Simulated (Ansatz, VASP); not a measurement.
# Two plane-wave programs on Li3TeCl

INCAR

```
  ALGO = Normal
  EDIFF = 1E-6
  ENCUT = 520
  ISIF = 2
  ISMEAR = 0
  LASPH = True
  LCHARG = True
  LELF = True
  LREAL = False
  LVHAR = True
  LWAVE = False
  NBANDS = 19
  NELM = 60
  PREC = Accurate
  SIGMA = 0.05
```

Contents of KPOINTS:

```
k-points
0
Gamma
  4 4 4
```

POSCAR

```
Li3TeCl
1.0
    5.9400000000      0.0000000000      0.0000000000
    0.0000000000      5.9400000000      0.0000000000
    0.0000000000      0.0000000000      5.9400000000
Cl Te Li
1 1 3
Direct
    0.0000000000      0.0000000000      0.0000000000
    0.5000000000      0.5000000000      0.5000000000
    0.5000000000      0.5000000000      0.0000000000
    0.5000000000      0.0000000000      0.5000000000
    0.0000000000      0.5000000000      0.5000000000
```

Input for Ansatz:

```yaml
crystal:
  lattice:
    - [5.94, 0.0, 0.0]
    - [0.0, 5.94, 0.0]
    - [0.0, 0.0, 5.94]
  atoms:
    - { symbol: Cl, position: [0.0, 0.0, 0.0] }
    - { symbol: Te, position: [0.5, 0.5, 0.5] }
    - { symbol: Li, position: [0.5, 0.5, 0.0] }
    - { symbol: Li, position: [0.5, 0.0, 0.5] }
    - { symbol: Li, position: [0.0, 0.5, 0.5] }
basis:
  ecutwfc: 420
kpoints:
  mp_grid: { grid: [4, 4, 4] }
hamiltonian:
  xc: lda
scf:
  occupations: { method: gaussian, width: 0.05 }
output:
  forces: true
  stress: true
  eigenvalues: true
```

The cell comes from a database or a generator and needn't be the stable form of this composition.

Alike in both runs: task single point; functional LDA; k mesh 4 × 4 × 4; occupations gaussian, width 0.05 eV; no spin polarisation.

|  | VASP | Ansatz |
| --- | --- | --- |
| version | VASP 6.6.1 | Ansatz 0.2.0 |
| potentials or method | VASP PAW LDA potentials, release 64 (Cl, Te, Li_sv) | scalar-relativistic, plane waves, PAW |
| plane-wave cutoff (eV) | 520 | 420 |
| valence electrons in the cell | 22 | 32 |

Ansatz gave:

* gap on the k mesh at the Fermi level (eV): 2.39
* least direct gap on the mesh (eV): 2.45

Task: Estimate VASP's values.

Result: gap on the k mesh at the Fermi level (eV): 2.41; least direct gap on the mesh (eV): 2.46.

The two sets of potentials don't hold the same shells in valence.

Caveats: spin-orbit coupling is left out, which moves the levels of the heavy elements. A k mesh can miss the band edges.
